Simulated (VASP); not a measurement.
An input for Ansatz (written as the equivalent of a VASP run, and not itself run):

Ansatz 0.2 input:
```yaml
crystal:
  lattice:
    - [3.7450857, 0.0000000, 0.0000000]
    - [0.0000000, 3.7450857, 0.0000000]
    - [0.0000000, 0.0000000, 4.4334264]
  atoms:
    - { symbol: Sn, position: [0.5000000, 0.0000000, 0.7387431] }
    - { symbol: Sn, position: [0.0000000, 0.5000000, 0.2612569] }
    - { symbol: O, position: [0.5000000, 0.5000000, 1.0000000] }
    - { symbol: O, position: [0.0000000, 0.0000000, 1.0000000] }
kpoints:
  mp_grid: { grid: [6, 6, 4] }
hamiltonian:
  xc: pbesol
  pseudopotentials: { kind: paw }
scf:
  occupations: { method: gaussian, width: 0.05 }
  max_iter: 100
relax:
  max_steps: 40
  f_tol: 0.01
  cell: { p_target: 5 }
output: { forces: true, stress: true, eigenvalues: true }
```

Task: Translate this input to VASP (INCAR, KPOINTS, POSCAR, choice of POTCAR).

Result: One answer among several that fit: 
### KPOINTS
```
Automatic mesh
0
Gamma
6 6 4
0 0 0
```

### INCAR
```
SYSTEM = SnO
PREC = Accurate
ENCUT = 600
EDIFF = 1E-7
NELM = 100
ALGO = Normal
LREAL = .FALSE.
LASPH = .TRUE.
ISMEAR = 0
SIGMA = 0.05
GGA = PS
LMAXMIX = 4
LWAVE = .FALSE.
LCHARG = .FALSE.
ISIF = 3
IBRION = 2
NSW = 40
EDIFFG = -0.01
PSTRESS = 50
```

File POSCAR:
```
SnO
1.0
  3.7450856583   0.0000000000   0.0000000000
  0.0000000000   3.7450856583   0.0000000000
  0.0000000000   0.0000000000   4.4334263836
Sn O
2 2
Cartesian
  1.8725428291   0.0000000000   3.2751633409
  0.0000000000   1.8725428291   1.1582630427
  1.8725428291   1.8725428291   4.4334263836
  0.0000000000   0.0000000000   4.4334263836
```

POTCAR, in this order: Sn_d O (PBE.64 set). Program: vasp_std.

Limits of the translation: each code has its own PAW files, so the cut-off isn't converted (ENCUT is set for VASP's; basis.ecutwfc is left out, and Ansatz then takes the one that its files recommend); Ansatz stops its SCF on the density residual and VASP on the energy change (EDIFF).

The compound is SnO in the litharge structure. It was relaxed first under an external pressure of 5 GPa. The k-mesh is coarse (spacing up to 0.35 per Å, 2π included), so the numbers may not be converged in it.
